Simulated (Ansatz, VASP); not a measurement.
## Cross-check of Ga2O3 between VASP and Ansatz

Aim: how closely do two programs agree when they are given the same cell, functional and k mesh? The cell is taken from a series of runs on this material, whose earlier steps may have relaxed, scaled, displaced or heated it; both programs get it as it stands.

Main program and level: Ansatz 0.2.0; plane waves, with VASP 6.6.1 beside it; single point at PBE.

### 1. The structure

The structure is monoclinic, space group C2/m (No. 12). Conventional cell: a = 12.214 Å, b = 3.037 Å, c = 5.798 Å, α = 90.00°, β = 103.83°, γ = 90.00°. Nearest to Ga lie 4 O at 1.83 to 1.87 Å. Ga has 6 O at 1.93 to 2.07 Å nearest. O has 3 Ga at 1.83 to 1.94 Å nearest. Nearest to O lie 4 Ga at 1.87 to 2.07 Å. O has 3 Ga at 1.83 to 1.93 Å nearest. Farther neighbours and most contacts between anions are not listed.

### 2. Ansatz: single point, PBE, pair 1

Ansatz runs on its default PAW (the set named soft_2) files.

A single point gives forces, pressure and levels at one fixed geometry, so differences don't come from the geometry; what else differs is listed under the comparison.

Input file input.yaml:

```yaml
crystal:
  lattice:
    - [6.107, -1.51855, 0.0]
    - [6.107, 1.51855, 0.0]
    - [-1.385989, 0.0, 5.630009]
  atoms:
    - { symbol: Ga, position: [0.0904646247, 0.0904646247, 0.7949554215] }
    - { symbol: Ga, position: [0.9095353753, 0.9095353753, 0.2050445785] }
    - { symbol: Ga, position: [0.6584130684, 0.6584130684, 0.3147554363] }
    - { symbol: Ga, position: [0.3415869316, 0.3415869316, 0.6852445637] }
    - { symbol: O, position: [0.1632964214, 0.1632964214, 0.1099554205] }
    - { symbol: O, position: [0.8367035786, 0.8367035786, 0.8900445795] }
    - { symbol: O, position: [0.1736399172, 0.1736399172, 0.563839068] }
    - { symbol: O, position: [0.8263600828, 0.8263600828, 0.436160932] }
    - { symbol: O, position: [0.4959127561, 0.4959127561, 0.2569531168] }
    - { symbol: O, position: [0.5040872439, 0.5040872439, 0.7430468832] }
kpoints:
  mp_grid: { grid: [10, 10, 6] }
hamiltonian:
  xc: pbe
scf:
  occupations: { method: gaussian, width: 0.01 }
  n_extra_bands: 16
output:
  eigenvalues: true
  eigenstates:
    kpoints:
      - [0.0, 0.0, 0.0]
      - [0.007775674, 0.007775674, -0.001764696]
      - [-0.001933478, 0.001933478, 0.0]
      - [0.0, 0.0, 0.00716835]
      - [0.004131056, 0.006865407, -0.001247829]
      - [0.006865407, 0.004131056, -0.001247829]
      - [0.005498232, 0.005498232, 0.00382096]
      - [0.005498232, 0.005498232, -0.006316617]
      - [-0.001367175, 0.001367175, 0.005068789]
      - [-0.001367175, 0.001367175, -0.005068789]
      - [0.003372993, 0.005605581, 0.003119801]
      - [0.003372993, 0.005605581, -0.005157497]
      - [0.005605581, 0.003372993, 0.003119801]
      - [-0.005605581, -0.003372993, 0.005157497]
      - [-0.007775674, -0.007775674, 0.001764696]
      - [0.001933478, -0.001933478, 0.0]
      - [0.0, 0.0, -0.00716835]
      - [-0.004131056, -0.006865407, 0.001247829]
      - [-0.006865407, -0.004131056, 0.001247829]
      - [-0.005498232, -0.005498232, -0.00382096]
      - [-0.005498232, -0.005498232, 0.006316617]
      - [0.001367175, -0.001367175, -0.005068789]
      - [0.001367175, -0.001367175, 0.005068789]
      - [-0.003372993, -0.005605581, -0.003119801]
      - [-0.003372993, -0.005605581, 0.005157497]
      - [-0.005605581, -0.003372993, -0.003119801]
      - [0.005605581, 0.003372993, -0.005157497]
      - [0.029158777, 0.029158777, -0.00661761]
      - [-0.007250542, 0.007250542, 0.0]
      - [0.0, 0.0, 0.026881313]
      - [0.015491462, 0.025745277, -0.004679357]
      - [0.025745277, 0.015491462, -0.004679357]
      - [0.020618369, 0.020618369, 0.014328602]
      - [0.020618369, 0.020618369, -0.023687316]
      - [-0.005126908, 0.005126908, 0.019007959]
      - [-0.005126908, 0.005126908, -0.019007959]
      - [0.012648725, 0.02102093, 0.011699254]
      - [0.012648725, 0.02102093, -0.019340612]
      - [0.02102093, 0.012648725, 0.011699254]
      - [-0.02102093, -0.012648725, 0.019340612]
      - [-0.029158777, -0.029158777, 0.00661761]
      - [0.007250542, -0.007250542, 0.0]
      - [0.0, 0.0, -0.026881313]
      - [-0.015491462, -0.025745277, 0.004679357]
      - [-0.025745277, -0.015491462, 0.004679357]
      - [-0.020618369, -0.020618369, -0.014328602]
      - [-0.020618369, -0.020618369, 0.023687316]
      - [0.005126908, -0.005126908, -0.019007959]
      - [0.005126908, -0.005126908, 0.019007959]
      - [-0.012648725, -0.02102093, -0.011699254]
      - [-0.012648725, -0.02102093, 0.019340612]
      - [-0.02102093, -0.012648725, -0.011699254]
      - [0.02102093, 0.012648725, -0.019340612]
      - [0.452795602, -0.451936173, -0.499842029]
      - [0.460571276, -0.4441605, -0.501606725]
      - [0.450862125, -0.450002696, -0.499842029]
      - [0.452795602, -0.451936173, -0.492673679]
      - [0.456926659, -0.445070766, -0.501089857]
      - [0.45966101, -0.447805117, -0.501089857]
      - [0.458293834, -0.446437942, -0.496021068]
      - [0.458293834, -0.446437942, -0.506158646]
      - [0.451428427, -0.450568998, -0.49477324]
      - [0.451428427, -0.450568998, -0.504910818]
      - [0.456168596, -0.446330592, -0.496722228]
      - [0.456168596, -0.446330592, -0.504999525]
      - [0.458401184, -0.44856318, -0.496722228]
      - [0.447190021, -0.455309167, -0.494684532]
      - [0.445019929, -0.459711847, -0.498077333]
      - [0.45472908, -0.453869651, -0.499842029]
      - [0.452795602, -0.451936173, -0.507010379]
      - [0.448664546, -0.458801581, -0.4985942]
      - [0.445930195, -0.45606723, -0.4985942]
      - [0.447297371, -0.457434405, -0.503662989]
      - [0.447297371, -0.457434405, -0.493525411]
      - [0.454162778, -0.453303349, -0.504910818]
      - [0.454162778, -0.453303349, -0.49477324]
      - [0.449422609, -0.457541755, -0.50296183]
      - [0.449422609, -0.457541755, -0.494684532]
      - [0.447190021, -0.455309167, -0.50296183]
      - [0.458401184, -0.44856318, -0.504999525]
      - [0.48195438, -0.422777396, -0.506459639]
      - [0.44554506, -0.444685631, -0.499842029]
      - [0.452795602, -0.451936173, -0.472960716]
      - [0.468287064, -0.426190897, -0.504521386]
      - [0.478540879, -0.436444712, -0.504521386]
      - [0.473413971, -0.431317804, -0.485513427]
      - [0.473413971, -0.431317804, -0.523529344]
      - [0.447668695, -0.446809266, -0.48083407]
      - [0.447668695, -0.446809266, -0.518849987]
      - [0.465444328, -0.430915243, -0.488142775]
      - [0.465444328, -0.430915243, -0.519182641]
      - [0.473816533, -0.439287448, -0.488142775]
      - [0.431774672, -0.464584899, -0.480501417]
      - [0.423636825, -0.481094951, -0.493224419]
      - [0.460046145, -0.459186716, -0.499842029]
      - [0.452795602, -0.451936173, -0.526723342]
      - [0.437304141, -0.47768145, -0.495162672]
      - [0.427050326, -0.467427635, -0.495162672]
      - [0.432177233, -0.472554543, -0.514170631]
      - [0.432177233, -0.472554543, -0.476154713]
      - [0.45792251, -0.457063081, -0.518849987]
      - [0.45792251, -0.457063081, -0.48083407]
      - [0.440146877, -0.472957104, -0.511541283]
      - [0.440146877, -0.472957104, -0.480501417]
      - [0.431774672, -0.464584899, -0.511541283]
      - [0.473816533, -0.439287448, -0.519182641]
      - [0.0, 0.0, 0.0]
      - [0.007775674, 0.007775674, -0.001764696]
      - [-0.001933478, 0.001933478, 0.0]
      - [0.0, 0.0, 0.00716835]
      - [0.004131056, 0.006865407, -0.001247829]
      - [0.006865407, 0.004131056, -0.001247829]
      - [0.005498232, 0.005498232, 0.00382096]
      - [0.005498232, 0.005498232, -0.006316617]
      - [-0.001367175, 0.001367175, 0.005068789]
      - [-0.001367175, 0.001367175, -0.005068789]
      - [0.003372993, 0.005605581, 0.003119801]
      - [0.003372993, 0.005605581, -0.005157497]
      - [0.005605581, 0.003372993, 0.003119801]
      - [-0.005605581, -0.003372993, 0.005157497]
      - [-0.007775674, -0.007775674, 0.001764696]
      - [0.001933478, -0.001933478, 0.0]
      - [0.0, 0.0, -0.00716835]
      - [-0.004131056, -0.006865407, 0.001247829]
      - [-0.006865407, -0.004131056, 0.001247829]
      - [-0.005498232, -0.005498232, -0.00382096]
      - [-0.005498232, -0.005498232, 0.006316617]
      - [0.001367175, -0.001367175, -0.005068789]
      - [0.001367175, -0.001367175, 0.005068789]
      - [-0.003372993, -0.005605581, -0.003119801]
      - [-0.003372993, -0.005605581, 0.005157497]
      - [-0.005605581, -0.003372993, -0.003119801]
      - [0.005605581, 0.003372993, -0.005157497]
      - [0.029158777, 0.029158777, -0.00661761]
      - [-0.007250542, 0.007250542, 0.0]
      - [0.0, 0.0, 0.026881313]
      - [0.015491462, 0.025745277, -0.004679357]
      - [0.025745277, 0.015491462, -0.004679357]
      - [0.020618369, 0.020618369, 0.014328602]
      - [0.020618369, 0.020618369, -0.023687316]
      - [-0.005126908, 0.005126908, 0.019007959]
      - [-0.005126908, 0.005126908, -0.019007959]
      - [0.012648725, 0.02102093, 0.011699254]
      - [0.012648725, 0.02102093, -0.019340612]
      - [0.02102093, 0.012648725, 0.011699254]
      - [-0.02102093, -0.012648725, 0.019340612]
      - [-0.029158777, -0.029158777, 0.00661761]
      - [0.007250542, -0.007250542, 0.0]
      - [0.0, 0.0, -0.026881313]
      - [-0.015491462, -0.025745277, 0.004679357]
      - [-0.025745277, -0.015491462, 0.004679357]
      - [-0.020618369, -0.020618369, -0.014328602]
      - [-0.020618369, -0.020618369, 0.023687316]
      - [0.005126908, -0.005126908, -0.019007959]
      - [0.005126908, -0.005126908, 0.019007959]
      - [-0.012648725, -0.02102093, -0.011699254]
      - [-0.012648725, -0.02102093, 0.019340612]
      - [-0.02102093, -0.012648725, -0.011699254]
      - [0.02102093, 0.012648725, -0.019340612]
checkpoint:
  read: start.run
  write: ck
  compress: false
  write_wavefunctions: false
  write_every: 100000
```

Run with:

```sh
$ ansatz run input.yaml --threads 4 --pin off --max-ram 10240MiB --backend cpu --events-out ev --progress --plain --runs-dir out
```

Numbers of over 12 decimals in the logs are rounded to 6 here.

The log of the run:

```text
Warning: checkpoint.read: basis.xc_grid differs: saved 2, current 1 (points along each axis for each point of the dense box; where the key is left out runs that use forces, runs that use the stress, dielectric runs by a finite field, finite-displacement phonons, runs of phonons.displacement_patterns under a GGA or a meta-GGA, phonons by method: dfpt, dielectric runs by the response, runs on support functions, runs on [...]
basis.fft_grid_basis auto: the FFT boxes are laid along the combinations [[1, -1, 0], [0, 1, 0], [0, 0, 1]] of the cell's own vectors, 3.037, 6.293 and 5.798 Å long. The dense box has 24×45×40 points. Along the cell's own vectors, as sized, it would have 45×45×40, 1.88 times as many. Of the 4 symmetry operations that the crystal satisfies within crystal.symmetry.tolerance (time reversal apart; of a slab, those that k [...]
scf.n_extra_bands = 16 over 44 filled bands (N_el = 88.0): the run solves 60 bands
Engine: ansatz 0.2.0, x86_64-unknown-linux-gnu
Pseudopotentials: kind: paw
Pseudopotential: Ga, paw, valence charge 13, recommended cutoff 420 eV (normal), Ga.paw.azcp
Pseudopotential: O, paw, valence charge 6, recommended cutoff 420 eV (normal), O.paw.azcp
Functional definition: PBE
  parameter kappa = 0.804
  parameter beta = 0.066725
  exchange = pbe_x(kappa = kappa, mu = beta*pi^2/3)
  correlation = pbe_c(beta = beta)
Crystal: 10 atoms, lattice volume = 104.423 Å³
Basis set: ecut = 420 eV, 2037 PW (Γ), FFT grids on a1−a2, a2, a3
Bands: 60, of which v1, the nominal top of the filled ones, is band 44 counted from 1 (43 counted from 0)
Symmetry: 4 space group operations
Space group: C2/m (ITA 12), of the structure as read, at distance tolerance 4.7e-5 Å
k-points: 172 of 600
Non-local potential: Ga, projectors of the file, l = 0: 2, l = 1: 2, l = 2: 3, l = 3: 1
Non-local potential: O, projectors of the file, l = 0: 2, l = 1: 2, l = 2: 1
PAW form: soft (Blöchl's): semilocal exchange-correlation on the pseudo side does not see the compensation charge
PAW one-centre angular grid: Ga, 590 points (default); XC on 64 Gauss nodes
PAW one-centre angular grid: O, 110 points (default); XC on 64 Gauss nodes
Initial density: read from a saved state, or passed on in memory by an earlier SCF of this step, an earlier step, the calling program or the single point that the run made first
Initial wavefunctions: pseudopotential atomic-orbital guess
Functional: x = pbe(κ = 0.804, μ = 0.219515), c = pbe(β = 0.066725)
iter 1 solved again at ethr=3.28e-8 eV; its pass at ethr=3.10e-3 eV (dr2=2.88e-5 eV) is discarded
SCF iter   1: F=—  HF=-18539.965374 eV  |F-HF|=—  |Δ(HF+E_count)|=         —  Δρ=4.27e-6  dr2=1.17e-8  ethr=3.28e-8  ⟨swp⟩=3.1  Hψ=67563  notcnv=0
preconditioner: auto → Resta (q_TF=auto, 2.652 Å⁻¹)  ε∞=4.1  [insulator: Δε(μ)=2.438 eV  Ē_g=19.503 eV  σ=0.010 eV  W_gap=1.00  n_scr=34 (ndim 8)  ℏωp=34.1 eV  f_vac=0.015  D(μ)=0.00/eV (n_scr^D=0)  ε∞_Penn≈4.1]
SCF iter   2: F=-18539.965374 eV  HF=-18539.965374 eV  |F-HF|=4.51e-9  |Δ(HF+E_count)|=   3.54e-8  Δρ=2.50e-6  dr2=4.44e-9  ethr=1.33e-11  ⟨swp⟩=4.6  Hψ=28342  notcnv=0
SCF 1 converged in 2 iterations: F = -18539.965374 eV  dr2 = 4.44e-9
  greatest PAW one-centre occupation: 0.998 electrons in one spin orbital (limit 2), on the Ga atom at site 3 (counted from 0), in its partial waves of l = 2
NSCF: frozen V_eff on 159 k-points
SCF converged after 2 iterations
Free energy (F): -18539.965374 eV
Harris-Foulkes:  -18539.965374 eV  (|F-HF|=4.51e-9)
Internal energy: -18539.965374 eV  (E = F + TS)
E sigma→0 (E₀):  -18539.965374 eV
Fermi energy:    9.445532 eV
--- Per-component energies (eV) ---
  E_band       = -89.238969
  E_kinetic    = 1523.127519
  E_local      = -9098.078650  (includes V_loc(G=0)·N_el)
  E_nonlocal   = 2021.775529
  E_hartree    = 4089.450915
  E_xc         = -713.494110
  E_vxc        = -791.585952  (∫ρ·V_xc dr)
  E_paw        = -8942.646337  (= ΣΔE_a)
  E_vpaw       = -1923.391935  (= ΣTr[D̂ρ^β])
  E_aug_tail   = 0.014346  (compensation charges beyond the density's cutoff)
  E_ewald      = -7420.114587
  E_smearing   = -0.000000  (= −TS)
  E_closure    = 0.000000  (closes the sum)
  Σ components = -18539.965374   (vs F -18539.965374, Δ=0.00e0)
--- Band table (eV; the first three rows and the last of 172) ---
  k-point 0: bands = [... 40 lower, 7.5628, 7.7530, 7.9381, 8.2058, 10.6645, 13.9763, 15.0166, 15.0446, ... 12 higher]
  k-point 1: bands = [... 40 lower, 7.5844, 7.6168, 7.8870, 7.9891, 11.1421, 14.1049, 14.8850, 15.1498, ... 12 higher]
  k-point 2: bands = [... 40 lower, 7.5882, 7.6721, 7.6985, 7.9419, 12.0936, 13.9447, 14.8361, 15.3258, ... 12 higher]
  k-point 171: bands = [... 40 lower, 7.6067, 7.6134, 7.6250, 8.2163, 13.4571, 13.5905, 14.5054, 14.8374, ... 12 higher]
```

(Part 1 of 2 ends here.)

[Lines on the potential files, build, host, timing and source positions are cut from VASP's logs without a mark.]

[Logs are printed without paths, hosts, clocks, repeated set-up lines and the standing remarks that a program may print on its own settings, such as how far it seeks lower states.]

[Hosts, paths, dates, database ids (printed as entryN), source tags and the programs' standing remarks are cut or masked in the printed files.]
